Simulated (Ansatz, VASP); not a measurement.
# Ru (Ru(0001) film of 4 layers) in two plane-wave programs

Aim: how closely do two programs agree when they are given the same cell, functional and k mesh? Of the first pair: The structure shown is the start of the Ansatz relaxation below; VASP solves that cell, so the two are compared at the walk's first step.

Calculated with Ansatz 0.2.0; plane waves, with VASP 6.6.1 beside it; single point at PBEsol.

### 1. Set-up

The cell holds 4 atoms: 4 Ru. Cell: a = 2.673 Å, b = 2.673 Å, c = 36.894 Å, α = 90.0°, β = 90.0°, γ = 120.0°. It derives from Ru. Vacuum lies along c. The height across the vacuum is the one that the program set for its solve, not the one typed.

### 2. Ansatz: relaxation, PBEsol

Ansatz runs on its PAW soft_1 files.

The two programs are compared at the cell with which this relaxation starts, whose forces are those of its first step.

File input.yaml:

```yaml
crystal:
  lattice:
    - [2.67272, 0.0, 0.0]
    - [-1.33636, 2.31465, 0.0]
    - [0.0, 0.0, 17.54681]
  atoms:
    - { symbol: Ru, position: [0.33333333, 0.66666667, 0.31344731] }
    - { symbol: Ru, position: [0.66666667, 0.33333333, 0.43781577] }
    - { symbol: Ru, position: [0.33333333, 0.66666667, 0.56218423] }
    - { symbol: Ru, position: [0.66666667, 0.33333333, 0.68655269] }
  periodic: [true, true, false]
kpoints:
  mp_grid: { grid: [9, 9, 1] }
hamiltonian:
  xc: pbesol
  pseudopotentials: { kind: paw, azcp: { folder: soft_1 }, xc_functional: pbe }
scf:
  occupations: { method: gaussian, width: 0.1 }
output:
  forces: true
  stress: true
  eigenvalues: true
relax:
  adjacent_minimum: "off"
  f_tol: 0.05
  max_steps: 80
  cell: { stress_2d_tol: 0.02 }
```

Run with:

```sh
$ ansatz run input.yaml --threads 4 --pin off --max-ram 20480MiB --backend cpu --events-out ev --progress --plain --runs-dir out
```

Numbers of over 12 decimals in the logs are rounded to 6 here.

Output:

```text
Warning: crystal.periodic: the lattice vector that does not repeat stood 0.000° off the slab's normal, 17.547 Å along it as the deck builds it. The run solves the slab on a vector along the normal, 36.894 Å long, with every atom where it was (on the deck's vector they left 11.00 Å outside them, and the widest stretch free of ions among them is 2.18 Å). A fractional position that the run reports is one of the run's ce [...]
The last accepted step is kept in <dir> (removed where the run ends without a failure and the disk answers)
crystal.periodic: the lattice vector that does not repeat stood 0.000° off the slab's normal, 17.547 Å along it as the deck builds it. The run solves the slab on a vector along the normal, 36.894 Å long, with every atom where it was (on the deck's vector they left 11.00 Å outside them, and the widest stretch free of ions among them is 2.18 Å). A fractional position that the run reports is one of the run's cell, which [...]
Engine: ansatz 0.2.0, aarch64-unknown-linux-gnu
Pseudopotentials: kind: paw
Pseudopotential: Ru, paw, valence charge 16, recommended cutoff 420 eV (normal), soft_1/Ru.paw.azcp
Functional definition: PBEsol
  exchange = pbesol_x
  correlation = pbesol_c
Crystal: 4 atoms, lattice volume = 228.239 Å³
Basis set: ecut = 420 eV, 4533 PW (Γ), exchange–correlation on 36×36×500 points (8 copies of the dense FFT grid, shifted against one another)
Bands: 39, of which v1, the nominal top of the filled ones, is band 32 counted from 1 (31 counted from 0)
Symmetry: 12 space group operations
Space group: P-3m1 (ITA 164), of the structure as read, at distance tolerance 6.1e-5 Å
k-points: 12 of 81
Non-local potential: Ru, projectors of the file, l = 0: 3, l = 1: 2, l = 2: 2, l = 3: 1
PAW form: soft (Blöchl's): semilocal exchange-correlation on the pseudo side does not see the compensation charge
PAW frozen core: Ru, regenerated for the run's functional, and the local potential with it (the file was generated under x = pbe(κ = 0.804, μ = 0.219515), c = pbe(β = 0.066725))
PAW one-centre angular grid: Ru, 590 points (default); XC on 64 Gauss nodes
Initial density: superposition of atomic densities (neutral atoms: chi_scale 0, normalization atom)
Initial wavefunctions: pseudopotential atomic-orbital guess
Functional: x = pbesol(κ = 0.804, μ = 0.123457), c = pbesol(β = 0.046)
SCF iter   1: F=—  HF=-23266.693777 eV  |F-HF|=—  |Δ(HF+E_count)|=         —  Δρ=6.17e-2  dr2=1.10e1  ethr=3.10e-3  ⟨swp⟩=15.1  Hψ=3544  notcnv=0
preconditioner: auto → LDOS  [metal: Δε(μ)=0.089 eV  Ē_g=5.201 eV  σ=0.100 eV  W_gap=0.40  n_scr=24 (ndim 8)  ℏωp=13.9 eV  f_vac=0.709  D(μ)=3.12/eV (n_scr^D=18)  β→1.0]
[...]
preconditioner: auto → LDOS  [insulator: Δε(μ)=0.150 eV  Ē_g=5.073 eV  σ=0.100 eV  W_gap=0.52  n_scr=24 (ndim 8)  ℏωp=14.0 eV  f_vac=0.720  D(μ)=3.52/eV (n_scr^D=18)  ε∞_Penn≈8.6  β→1.0]
SCF iter   2: F=—  HF=-23263.854367 eV  |F-HF|=—  |Δ(HF+E_count)|=   4.66e-4  Δρ=5.29e-4  dr2=9.96e-4  ethr=1.78e-5  ⟨swp⟩=2.0  Hψ=620  notcnv=0
SCF iter   3: F=—  HF=-23263.854310 eV  |F-HF|=—  |Δ(HF+E_count)|=   5.63e-5  Δρ=1.69e-4  dr2=9.98e-5  ethr=1.56e-6  ⟨swp⟩=3.7  Hψ=953  notcnv=0
SCF iter   4: F=—  HF=-23263.854259 eV  |F-HF|=—  |Δ(HF+E_count)|=   5.19e-5  Δρ=4.72e-5  dr2=1.43e-5  ethr=1.56e-7  ⟨swp⟩=3.6  Hψ=1022  notcnv=0
SCF iter   5: F=—  HF=-23263.854260 eV  |F-HF|=—  |Δ(HF+E_count)|=   1.59e-6  Δρ=1.66e-5  dr2=4.87e-7  ethr=2.24e-8  ⟨swp⟩=3.4  Hψ=1018  notcnv=0
SCF iter   6: F=-23263.854261 eV  HF=-23263.854261 eV  |F-HF|=4.90e-8  |Δ(HF+E_count)|=   1.10e-6  Δρ=5.10e-6  dr2=1.58e-7  ethr=6.25e-10  ⟨swp⟩=13.7  Hψ=3041  notcnv=0
SCF 4 converged in 6 iterations: F = -23263.854261 eV  dr2 = 1.58e-7
relax step   4: F+E_penalty+E_count = -23263.85426131 eV  Δ(F+E_penalty+E_count) = -1.967e-3 eV  max|allowed force component| = 1.291e-2 eV/Å  Δτ_max = 0.0141 Å  P = -0.039 N/m  Ω = 224.990 Å³  energy of the carried Pulay correction = +1.118e-3 eV  fix = [c, alpha, beta]  reactions: c -0.000 N/m  (6 SCF iters, dr2 threshold 4.00e-7 eV, accepted)
[...]
relax step   5: F+E_penalty+E_count = -23263.85428858 eV  Δ(F+E_penalty+E_count) = -2.727e-5 eV  max|allowed force component| = 1.264e-3 eV/Å  Δτ_max = 0.0008 Å  P = +0.008 N/m  Ω = 224.946 Å³  energy of the carried Pulay correction = +1.133e-3 eV  fix = [c, alpha, beta]  reactions: c +0.000 N/m  (6 SCF iters, dr2 threshold 1.40e-9 eV, accepted)
[...]
relax step   6: F+E_penalty+E_count = -23263.85310243 eV  Δ(F+E_penalty+E_count) = +1.186e-3 eV  max|allowed force component| = 1.282e-3 eV/Å  Δτ_max = 0.0000 Å  P = -0.006 N/m  Ω = 224.946 Å³  fix = [c, alpha, beta]  reactions: c -0.000 N/m  stress off target by 6.49e-3 N/m on what of the cell is left free  SCF on the basis re-selected at this cell (its energy is not comparable with the rows above)  (7 SCF iters)
basis re-selected at this cell: Δ(F+E_penalty+E_count) = +1.186e-3 eV, ΔP = -0.014 N/m vs the last step (what re-selecting the basis moved, of the pressure what is left beyond the Pulay correction that the steps carried, after the strain that the cell walked since its last selection, with what the two solves' SCF thresholds leave and, on support functions, any second-order correction that the steps lacked; it is no m [...]
SCF converged after 7 iterations
Free energy (F): -23263.853102 eV
Harris-Foulkes:  -23263.853102 eV  (|F-HF|=4.04e-10)
Internal energy: -23263.835400 eV  (E = F + TS)
E sigma→0 (E₀):  -23263.844251 eV
Entropy (-TS):   -0.017702 eV (-4.426 meV/atom)
Fermi energy:    -5.266923 eV
--- Per-component energies (eV) ---
  E_band       = -2053.836745
  E_kinetic    = 1840.731906
  E_local      = -398427.586717  (includes V_loc(G=0)·N_el)
  E_nonlocal   = 1660.963504
  E_hartree    = 197438.224583
  E_xc         = -675.173857
  E_vxc        = -856.441126  (∫ρ·V_xc dr)
  E_paw        = -13761.004636  (= ΣΔE_a)
  E_vpaw       = -1147.955970  (= ΣTr[D̂ρ^β])
  E_aug_tail   = 0.002428  (compensation charges beyond the density's cutoff)
  E_ewald      = 188658.994202
  E_core_change = 1.013187  (= ΣΔE_core)
  E_smearing   = -0.017702  (= −TS)
  E_closure    = -0.000000  (closes the sum)
  Σ components = -23263.853102   (vs F -23263.853102, Δ=0.00e0)
--- Forces (eV/Å), atoms counted from 1 ---
  atom   1  Ru    -0.00000000    -0.00000000    -0.00053695
  atom   2  Ru    -0.00000000    -0.00000000     0.00128229
  atom   3  Ru     0.00000000     0.00000000    -0.00128229
  atom   4  Ru     0.00000000     0.00000000     0.00053695
  max |Σ_I F_I| component: 9.25e-18 eV/Å
--- 2D stress c σ (N/m, compression-positive) ---
       -0.006489       0.000000      -0.000000
        0.000000      -0.006489      -0.000000
       -0.000000      -0.000000      -0.000000
  P = ½ c Tr σ = -0.0065 N/m
--- Band table (eV; the first three rows and the last of 12) ---
  k-point 0: bands = [... 28 lower, -7.4405, -7.4405, -7.1909, -6.1579, -6.1579, -5.2650, -5.0988, -5.0988, ... 3 higher]
  k-point 1: bands = [... 28 lower, -7.2564, -7.1734, -7.1155, -6.5257, -6.2452, -5.9892, -5.5989, -5.2055, ... 3 higher]
  k-point 2: bands = [... 28 lower, -7.1913, -7.1062, -6.6257, -6.3133, -6.1919, -5.6943, -5.4339, -5.2283, ... 3 higher]
  k-point 11: bands = [... 28 lower, -7.5086, -6.6214, -6.0009, -4.5933, -4.5933, -4.5890, -4.0590, -4.0590, ... 3 higher]
--- Relaxed structure (5 steps of the walk, 5 accepted, 1 SCFs on fresh bases) ---
  F+E_penalty+E_count = -23263.85310243 eV   max|allowed force component| = 1.282e-3 eV/Å   (the final SCF, on the basis selected at the relaxed cell)
  cell:  # Å, volume = 224.9464 Å³
    - [2.653375, 0.0, 0]
    - [-1.326687, 2.297890, 0]
    - [0, 0, 36.893618]
  atoms:
    - { symbol: Ru, position: [0.333333, 0.666667, 0.152396] }
    - { symbol: Ru, position: [0.666667, 0.333333, 0.208989] }
    - { symbol: Ru, position: [0.333333, 0.666667, 0.266617] }
    - { symbol: Ru, position: [0.666667, 0.333333, 0.323210] }
```

### 3. VASP: single point, PBEsol, start cell, pair 1

The same cell, functional, mesh and smearing now go to VASP, with its own data sets.

Lines of VASP's logs that name or quote its potential files are left out, and so is its time.

File INCAR:

```
SYSTEM = Ru
PREC = Accurate
ENCUT = 400
EDIFF = 1E-06
NELM = 120
ISMEAR = 0
SIGMA = 0.1
LREAL = .FALSE.
ALGO = Normal
GGA = PS
NBANDS = 34
LASPH = .TRUE.
LORBIT = 11
LWAVE = .FALSE.
LCHARG = .FALSE.
ISIF = 2
LDIPOL = .TRUE.
IDIPOL = 3
DIPOL = 0.5 0.5 0.238
LVHAR = .TRUE.
GGA_COMPAT = .FALSE.
NELMDL = -8
KPAR = 2
```

File POSCAR:

```
Ru
1.0
    2.6727240000      0.0000000000      0.0000000000
   -1.3363620000      2.3146470000      0.0000000000
    0.0000000000      0.0000000000     36.8936180000
Ru
4
Direct
    0.3333333333      0.6666666667      0.1490772740
    0.6666666667      0.3333333333      0.2082276127
    0.3333333333      0.6666666667      0.2673779514
    0.6666666667      0.3333333333      0.3265282901
```

File KPOINTS:

```
Automatic mesh
0
Gamma
9 9 1
0 0 0
```

Potentials, in the order of the species: Ru_pv (PBE family, release 64).

Run with:

```sh
$ mpirun -np 2 vasp_std
```

Output:

```text
[banner, memory and clock lines left out]
running    2 mpi-ranks, on    1 nodes
 distrk:  each k-point on    1 cores,    2 groups
 distr:  one band on    1 cores,    1 groups

 POSCAR found type information on POSCAR Ru
 POSCAR found :  1 types and       4 ions
|                                                                             |
|               ----> ADVICE to this user running VASP <----                  |
|                                                                             |
|     You enforced a specific xc type in the INCAR file but a different       |
|     [... a line on the potential file left out ...]
|     I HOPE YOU KNOW WHAT YOU ARE DOING!                                     |
|                                                                             |

 LDA part: xc-table for (Slater+PW92), standard interpolation
 POSCAR, INCAR and KPOINTS ok, starting setup
 FFT: planning ... GRIDC
 FFT: planning ... GRID_SOFT
 FFT: planning ... GRID
 WAVECAR not read
 entering main loop
       N       E                     dE             d eps       ncg     rms          rms(c)
DAV:   1     0.374576466728E+03    0.37458E+03   -0.31936E+04  1184   0.118E+03
DAV:   2    -0.297196945377E+02   -0.40430E+03   -0.39619E+03   962   0.361E+02
DAV:   3    -0.410256111451E+02   -0.11306E+02   -0.10936E+02  1020   0.569E+01
DAV:   4    -0.413600019430E+02   -0.33439E+00   -0.33192E+00  1104   0.818E+00
DAV:   5    -0.413708030891E+02   -0.10801E-01   -0.10745E-01  1088   0.125E+00
DAV:   6    -0.413710223994E+02   -0.21931E-03   -0.21919E-03  1182   0.180E-01
DAV:   7    -0.413710300652E+02   -0.76658E-05   -0.76650E-05  1052   0.291E-02
DAV:   8    -0.413710304924E+02   -0.42721E-06   -0.42706E-06   780   0.522E-03    0.246E+01
DAV:   9    -0.389733141173E+02    0.23977E+01   -0.12349E+01   962   0.254E+01    0.895E+00
DAV:  10    -0.510264889596E+02   -0.12053E+02   -0.75001E+01  1034   0.585E+01    0.339E+01
DAV:  11    -0.384420526852E+02    0.12584E+02   -0.35810E+01   986   0.252E+01    0.544E+00
DAV:  12    -0.381879522810E+02    0.25410E+00   -0.32322E+00  1008   0.843E+00    0.130E+00
DAV:  13    -0.381747846792E+02    0.13168E-01   -0.16913E-01   980   0.340E+00    0.100E+00
DAV:  14    -0.381699402150E+02    0.48445E-02   -0.18037E-02  1060   0.108E+00    0.499E-01
[...]
DAV:  20    -0.381706440972E+02   -0.38405E-04   -0.90836E-06   798   0.132E-02    0.169E-02
DAV:  21    -0.381707141609E+02   -0.70064E-04   -0.59730E-06   626   0.135E-02    0.218E-03
DAV:  22    -0.381707448300E+02   -0.30669E-04   -0.16559E-06   532   0.468E-03    0.233E-03
DAV:  23    -0.381707673254E+02   -0.22495E-04   -0.78169E-07   492   0.277E-03    0.279E-03
DAV:  24    -0.381707758176E+02   -0.84922E-05   -0.19221E-07   444   0.163E-03    0.990E-04
DAV:  25    -0.381707788639E+02   -0.30463E-05   -0.63761E-08   438   0.100E-03    0.588E-04
DAV:  26    -0.381707811105E+02   -0.22466E-05   -0.95335E-08   442   0.904E-04    0.196E-04
DAV:  27    -0.381707820130E+02   -0.90251E-06   -0.27056E-08   436   0.480E-04
   1 F= -.38170782E+02 E0= -.38162300E+02  d E =-.169631E-01
```

Parts of OUTCAR (step 3):

```text
ion  position               nearest neighbor table
   1  0.333  0.667  0.149-   2 2.67   2 2.67   2 2.67
   2  0.667  0.333  0.208-   1 2.67   3 2.67   1 2.67   3 2.67   1 2.67   3 2.67
   3  0.333  0.667  0.267-   2 2.67   4 2.67   2 2.67   4 2.67   2 2.67   4 2.67
   4  0.667  0.333  0.327-   3 2.67   3 2.67   3 2.67

  LATTYP: Found a hexagonal cell.
 ALAT       =     2.6727240000
 C/A-ratio  =    13.8037515284

 Subroutine GETGRP returns: Found 12 space group operations
 (whereof  6 operations were pure point group operations)

The static configuration has the point symmetry C_3v.
 The point group associated with its full space group is D_3d.

 Found     12 irreducible k-points:

   k-points           NKPTS =     12   k-points in BZ     NKDIM =     12   number of bands    NBANDS=     34

   dimension x,y,z NGX =    18 NGY =   18 NGZ =  250
   dimension x,y,z NGXF=    36 NGYF=   36 NGZF=  500

   ENCUT  =  400.0 eV  29.40 Ry    5.42 a.u.   4.36  4.36 60.16*2*pi/ulx,y,z

   NELECT =      56.0000    total number of electrons

 k-points in reciprocal lattice and weights: Automatic mesh
   0.00000000  0.00000000  0.00000000       0.012
   0.11111111  0.00000000  0.00000000       0.074
   0.22222222  0.00000000  0.00000000       0.074
   0.33333333  0.00000000  0.00000000       0.074
   0.44444444  0.00000000  0.00000000       0.074
   0.11111111  0.11111111  0.00000000       0.074
   0.22222222  0.11111111  0.00000000       0.148
   0.33333333  0.11111111  0.00000000       0.148
   0.44444444  0.11111111  0.00000000       0.074
   0.22222222  0.22222222  0.00000000       0.074
   0.33333333  0.22222222  0.00000000       0.148
   0.33333333  0.33333333  0.00000000       0.025

 dipolmoment           0.000000      0.000000     -0.000002 electrons x Angstroem

 average (electrostatic) potential at core
       1 -80.5359       2 -80.9752       3 -80.9752       4 -80.5359

 E-fermi :  -0.9559

 k-point     1 :       0.0000    0.0000    0.0000
  band No.  band energies     occupation
    ...
     26      -2.9386      2.00000
     27      -2.8807      2.00000
     28      -1.6847      2.00000
     29      -1.6847      2.00000
     30      -0.9827      1.29507
     31      -0.7477      0.00323
     32      -0.7477      0.00323
     33      -0.0667      0.00000
     34      -0.0231      0.00000

 k-point     2 :       0.1111    0.0000    0.0000
  band No.  band energies     occupation
    ...
     27      -2.6106      2.00000
     28      -2.1083      2.00000
     29      -1.8070      2.00000
     30      -1.6802      2.00000
     31      -1.3051      2.00000
     32      -0.8568      0.16078
     33      -0.4029      0.00000
     34      -0.0470      0.00000

 k-point     3 :       0.2222    0.0000    0.0000
  band No.  band energies     occupation
    ...
     28      -2.0643      2.00000
     29      -1.7108      2.00000
     30      -1.3380      2.00000
     31      -1.1918      1.99915
     32      -0.9186      0.59786
     33      -0.1079      0.00000
     34       0.3467      0.00000

  Total       -3.9623463     -3.9623467     -7.3793149      0.0000000      0.0000000      0.0000000
  in kB      -27.8146044    -27.8146073    -51.8008037      0.0000000      0.0000000      0.0000000
  external PRESSURE =     -35.8100051 kB  Pullay stress =       0.0000000 kB

  energy-cutoff  :      400.00
  volume of cell :      228.24
      direct lattice vectors                 reciprocal lattice vectors
     2.672724000  0.000000000  0.000000000     0.374150118  0.216015660  0.000000000
    -1.336362000  2.314647000  0.000000000     0.000000000  0.432031321  0.000000000
     0.000000000  0.000000000 36.893618000     0.000000000  0.000000000  0.027104959

 POSITION                                       TOTAL-FORCE (eV/Angst)
 -----------------------------------------------------------------------------------
     -0.00000      1.54310      5.50000        -0.000000      0.000000      1.145419
      1.33636      0.77155      7.68227         0.000000     -0.000000     -0.207579
     -0.00000      1.54310      9.86454         0.000000      0.000000      0.207579
      1.33636      0.77155     12.04681         0.000000     -0.000000     -1.145419
 -----------------------------------------------------------------------------------
    total drift:                               -0.000000     -0.000000     -0.000230

  FREE ENERGIE OF THE ION-ELECTRON SYSTEM (eV)
  ---------------------------------------------------
  free  energy   TOTEN  =       -38.1707820130 eV

  energy  without entropy=      -38.1538188861  energy(sigma->0) =      -38.16230045

 vacuum level on the upper side and lower side of the slab         4.326         4.326

 total charge
# of ion       s       p       d       tot
------------------------------------------
    1        0.392   6.227   5.922  12.541
    2        0.403   6.320   5.930  12.653
    3        0.403   6.320   5.930  12.653
    4        0.392   6.227   5.922  12.541
--------------------------------------------------
tot          1.589  25.095  23.704  50.388

[... 3 further parts left out ...]
```

The run ends at a pressure of -3.58 GPa, with forces up to 1.1 eV/Å.

### 4. Differences

Known differences besides the potentials themselves: Ansatz cuts the interaction across the vacuum, VASP repeats the sheet with a dipole correction; the data sets hold 64 valence electrons in Ansatz (on its PAW soft_1 files) and 56 in VASP; the cutoff is 420 eV in Ansatz and 400 eV in VASP; Ansatz makes its cores anew for this functional, VASP keeps those of its PBE data sets. Total energies have different zeros and are not compared.

Forces (eV/Å; atoms numbered as in POSCAR):

```tsv
atom	Ansatz x, y, z	VASP x, y, z
Ru1	0.000, 0.000, 1.149	0.000, 0.000, 1.145
Ru2	0.000, 0.000, -0.204	0.000, 0.000, -0.208
Ru3	0.000, 0.000, 0.204	0.000, 0.000, 0.208
Ru4	0.000, 0.000, -1.149	0.000, 0.000, -1.145
```

The forces differ by 2.1 meV/Å r.m.s., which is 0.5 % of the r.m.s. force of 0.475 eV/Å (both taken over all components). With vacuum in the cell, a pressure given here is an average over mostly empty space and none of the material.

(Continued in part 2 of 2.)

[Lines on the potential files, build, host, timing and source positions are cut from VASP's logs without a mark.]

[Logs are printed without paths, hosts, clocks, repeated set-up lines and the standing remarks that a program may print on its own settings, such as how far it seeks lower states.]

[Hosts, paths, dates, database ids (printed as entryN), source tags and the programs' standing remarks are cut or masked in the printed files.]
